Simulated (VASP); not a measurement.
A VASP calculation is set up with these files.

INCAR:
```
NSW = 60   ! most ionic steps
LMIXTAU = .TRUE.
IBRION = 2   ! conjugate gradients
ENCUT = 400   ! plane-wave cut-off (eV)
LASPH = .TRUE.
SIGMA = 0.05   ! width (eV)
PREC = Accurate
ISMEAR = 0   ! Gaussian
LCHARG = .FALSE.
LREAL = Auto
METAGGA = R2SCAN
EDIFF = 1E-6
ISIF = 3
LMAXMIX = 4   ! l cut-off of mixed one-centre charges
NELM = 100
LWAVE = .FALSE.
SYSTEM = Y2ZnS4
EDIFFG = -0.02   ! ionic stop
ALGO = Normal
```

POSCAR:
```
Y2ZnS4
1
   -0.0000000000     5.4336628922     5.4336628922
    5.4336628922    -0.0000000000     5.4336628922
    5.4336628922     5.4336628922     0.0000000000
Y Zn S
4 2 8
Direct
  0.6250000000   0.1250000000   0.1250000000
  0.1250000000   0.1250000000   0.6250000000
  0.1250000000   0.6250000000   0.1250000000
  0.1250000000   0.1250000000   0.1250000000
  0.7500000000   0.7500000000   0.7500000000
  0.5000000000   0.5000000000   0.5000000000
  0.3721528682   0.8759490439   0.8759490439
  0.3740509561   0.3740509561   0.8778471318
  0.8759490439   0.3721528682   0.8759490439
  0.3740509561   0.3740509561   0.3740509561
  0.8759490439   0.8759490439   0.8759490439
  0.3740509561   0.8778471318   0.3740509561
  0.8759490439   0.8759490439   0.3721528682
  0.8778471318   0.3740509561   0.3740509561
```

### KPOINTS
```
Automatic
0
G
  3 3 3
```

POTCAR, in this order: Y_sv Zn S (PBE.64 set). Program: vasp_std.

### Question
Write an equivalent input for Ansatz.

### Answer
One equivalent input (not run):
Ansatz 0.2 input:
```yaml
crystal:
  lattice:
    - [0.0000000, 5.4336629, 5.4336629]
    - [5.4336629, 0.0000000, 5.4336629]
    - [5.4336629, 5.4336629, 0.0000000]
  atoms:
    - { symbol: Y, position: [0.6250000, 0.1250000, 0.1250000] }
    - { symbol: Y, position: [0.1250000, 0.1250000, 0.6250000] }
    - { symbol: Y, position: [0.1250000, 0.6250000, 0.1250000] }
    - { symbol: Y, position: [0.1250000, 0.1250000, 0.1250000] }
    - { symbol: Zn, position: [0.7500000, 0.7500000, 0.7500000] }
    - { symbol: Zn, position: [0.5000000, 0.5000000, 0.5000000] }
    - { symbol: S, position: [0.3721529, 0.8759490, 0.8759490] }
    - { symbol: S, position: [0.3740510, 0.3740510, 0.8778471] }
    - { symbol: S, position: [0.8759490, 0.3721529, 0.8759490] }
    - { symbol: S, position: [0.3740510, 0.3740510, 0.3740510] }
    - { symbol: S, position: [0.8759490, 0.8759490, 0.8759490] }
    - { symbol: S, position: [0.3740510, 0.8778471, 0.3740510] }
    - { symbol: S, position: [0.8759490, 0.8759490, 0.3721529] }
    - { symbol: S, position: [0.8778471, 0.3740510, 0.3740510] }
kpoints:
  mp_grid: { grid: [3, 3, 3] }
hamiltonian:
  xc: r2scan
  pseudopotentials: { kind: paw }
scf:
  occupations: { method: gaussian, width: 0.05 }
  max_iter: 100
relax:
  max_steps: 60
  f_tol: 0.02
  cell: {}
output: { forces: true, stress: true, eigenvalues: true }
```
What does not carry over: each code has its own PAW files, so the cut-off isn't converted (ENCUT is set for VASP's; basis.ecutwfc is left out, and Ansatz then takes the one that its files recommend); Ansatz stops its SCF on the density residual and VASP on the energy change (EDIFF).

The structure comes from a computed database's Y2ZnS4 entry (Fd-3m); how it stands against other phases isn't given here. This run relaxes it. Symmetry was kept, so distortions that lower it aren't found. The start is the result of an earlier pass.
